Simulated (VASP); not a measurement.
An input for Quantum ESPRESSO's pw.x (written as the equivalent of a VASP run, and not itself run):

```
&CONTROL
  calculation = 'scf'
  pseudo_dir = './pseudo'
  outdir = './out'
  tprnfor = .true.
  tstress = .true.
/
&SYSTEM
  ibrav = 0
  nat = 2
  ntyp = 2
  ecutwfc = 58
  occupations = 'smearing'
  smearing = 'gaussian'
  degauss = 0.003675
  input_dft = 'pbe'
/
&ELECTRONS
  conv_thr = 7.3e-08
  electron_maxstep = 100
/
ATOMIC_SPECIES
  Rb 85.468 Rb.upf
  Cl 35.450 Cl.upf
CELL_PARAMETERS angstrom
     0.0000000    3.3558000    3.3558000
     3.3558000    0.0000000    3.3558000
     3.3558000    3.3558000    0.0000000
ATOMIC_POSITIONS crystal
  Rb   0.0000000  0.0000000  0.0000000
  Cl   0.5000000  0.5000000  0.5000000
K_POINTS automatic
  6 6 6 0 0 0
```

### Question
Write the VASP files for the same calculation (PBE).

### Answer
One answer among several that fit: 
### INCAR
```
LMAXMIX=4   ! l cut-off of mixed one-centre charges
ENCUT=675
LCHARG=F
ALGO=Normal   ! blocked Davidson
LASPH=T
ISIF=2
PREC=Accurate
SYSTEM=RbCl
SIGMA=0.05   ! width (eV)
ISMEAR=0   ! Gaussian
LREAL=F
NELM=100   ! most electronic steps
EDIFF=1E-6   ! SCF stop (eV)
LWAVE=F
GGA=PE   ! PBE
```

KPOINTS:
```
kpoints
0
gamma
6 6 6
```

### POSCAR
```
RbCl
1
    0.0000000000     3.3558000000     3.3558000000
    3.3558000000     0.0000000000     3.3558000000
    3.3558000000     3.3558000000     0.0000000000
Rb Cl
1 1
Direct
  0.0000000000   0.0000000000   0.0000000000
  0.5000000000   0.5000000000   0.5000000000
```

POTCAR, in this order: Rb_sv Cl (PBE.64 set). Program: vasp_std.

The two are equivalent in intent, not identical: the potentials are each code's own (VASP's PAW set, PseudoDojo norm-conserving files in pw.x), so ENCUT and ecutwfc are chosen apart and not converted; conv_thr bounds pw.x's estimated SCF error, while EDIFF bounds the energy change between steps.

The compound is RbCl in the rock salt structure. The cell was not relaxed at this level. The run is one of a series of settings (ENCUT = 675 against the base run), some of them coarse on purpose.
